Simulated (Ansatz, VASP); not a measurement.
# Li3Ge2 in VASP and in Ansatz

```xyz
5
Lattice="3.2151 0.0000 0.0000 -1.6076 2.7844 0.0000 0.0000 0.0000 11.2328" Properties=species:S:1:pos:R:3 pbc="T T T"
Li    0.0000    0.0000    0.0000
Li    0.0000    1.8563    2.5670
Li    1.6076    0.9281    8.6658
Ge    1.6076    0.9281    4.6522
Ge    0.0000    1.8563    6.5806
```

Alike in both runs: functional PBE; k mesh 12 × 12 × 4; occupations gaussian, width 0.1 eV; no spin polarisation.

Ansatz relaxed the structure, and its values are those at the end. VASP's run is a single point on that final structure, the one shown.

|  | VASP | Ansatz |
| --- | --- | --- |
| version | VASP 6.6.1 | Ansatz 0.2.0 |
| potentials or method | VASP PAW PBE potentials, release 64 (Li_sv, Ge_d) | scalar-relativistic, plane waves, PAW |
| plane-wave cutoff (eV) | 520 | 420 |
| valence electrons in the cell | 37 | 37 |

VASP gave:

| Item | Value |
| --- | --- |
| gap on the k mesh at the Fermi level (eV) | none |
| rms of the force components (eV/Å) | 0.005 |

Problem. Which values does Ansatz return?

Solution. gap on the k mesh at the Fermi level (eV): none; rms of the force components (eV/Å): 0.002.

A gap of «none» marks a metal or a gap that the smearing closes. With one functional, cell and mesh, what is left measures potentials, basis and numerics.
